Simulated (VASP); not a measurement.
Here is the system:

```xyz
1
Lattice="0.0000 1.9605 1.9605 1.9605 0.0000 1.9605 1.9605 1.9605 0.0000" Properties=species:S:1:pos:R:3 pbc="T T T"
Au     0.0000     0.0000     0.0000
```

All values below come from PBEsol GGA, VASP's PBE PAW potentials (set 64) (plane waves; VASP). Numerical set-up: 500 eV cut-off, 16×16×16 Γ-centred mesh, first-order Methfessel-Paxton smearing of 0.10 eV, potentials Au.

Unless said otherwise, spin-orbit coupling is left out, though it shifts the bands of the heavy elements here.

Predict the energy per atom (σ→0), pressure, band gap (on the k-mesh) with the smallest direct gap where there is one.

| Quantity | Result |
|---|---|
| band gap (on the k-mesh) | none (metal, semimetal or under 0.01 eV) |
| energy per atom (σ→0) | -3.765 eV/atom |
| pressure | 29.92 GPa |

The compound is Au in the fcc structure. It was relaxed first under an external pressure of 30 GPa.
